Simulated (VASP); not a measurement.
These are vdW-DF-cx, VASP's PBE PAW potentials (set 64) (plane waves; VASP 6.6.1) values and carry that method's errors.

Input for VASP

**KPOINTS**
```
k-points along high-symmetry lines
15
Line-mode
Reciprocal
  0.000000   0.000000   0.000000 ! GAMMA
  0.500000   0.000000   0.500000 ! X

  0.500000   0.000000   0.500000 ! X
  0.625000   0.250000   0.625000 ! U

  0.375000   0.375000   0.750000 ! K
  0.000000   0.000000   0.000000 ! GAMMA

  0.000000   0.000000   0.000000 ! GAMMA
  0.500000   0.500000   0.500000 ! L

  0.500000   0.500000   0.500000 ! L
  0.500000   0.250000   0.750000 ! W

  0.500000   0.250000   0.750000 ! W
  0.500000   0.000000   0.500000 ! X
```

**INCAR**
```
! general
SYSTEM    =  KCl
PREC      =  Accurate
ENCUT     =  520
LREAL     =  .False.
LASPH     =  .True.
ICHARG    =  11

! electronic loop
EDIFF     =  1E-7
NELM      =  100
ALGO      =  Normal

! smearing
ISMEAR    =  0
SIGMA     =  0.05

! functional
GGA       =  CX
LUSE_VDW  =  .True.
AGGAC     =  0.0

! output
LWAVE     =  .False.
LCHARG    =  .False.
LORBIT    =  11
```

POSCAR:
```
KCl
3.1469640
  0.0000000000   1.0000000034   1.0000000034
  1.0000000034   0.0000000000   1.0000000034
  1.0000000034   1.0000000034   0.0000000000
K Cl
1 1
Cartesian
  1.0000000034   0.0000000000   1.0000000034
  1.0000000034   1.0000000034   1.0000000034
```

POTCAR, in this order: K_sv Cl (PBE.64 set). Program: vasp_std. Read from the step before: CHGCAR.

Q: What will the output report for the number of irreducible k-points (NKPTS), largest plane-wave count, number of space-group operations, FFT grid (NGX, NGY, NGZ)?

A: 
```json
{
 "number of irreducible k-points (NKPTS)": "90",
 "largest_plane_wave_count": "1700",
 "number_of_space_group_operations": "48",
 "FFT grid (NGX, NGY, NGZ)": "36 × 36 × 36"
}
```

The compound is KCl in the rock salt structure. It was relaxed first.
